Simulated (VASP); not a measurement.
Consider the following.

```
ZnSe
1.0
    0.00000     2.78623     2.78623
    2.78623     0.00000     2.78623
    2.78623     2.78623     0.00000
Zn Se
1 1
Direct
  0.00000   0.00000   0.00000
  0.25000   0.25000   0.25000
```

These are LDA (Ceperley-Alder, Perdew-Zunger), VASP's LDA PAW potentials (set 64) (plane waves; VASP) values and carry that method's errors. Settings: 400 eV cut-off, 7×7×7 Γ-centred mesh, Gaussian smearing of 0.050 eV, potentials Zn Se.

Problem. Estimate the energy per atom (σ→0), band gap (on the k-mesh) with the smallest direct gap where there is one.

Solution. 
band gap (on the k-mesh): 1.28 eV
smallest direct gap (on the k-mesh): 1.28 eV
energy per atom (σ→0): -3685 meV/atom

The compound is ZnSe in the zinc blende structure. It was relaxed first, which changed the volume by -5 %. The start is the result of an earlier pass.
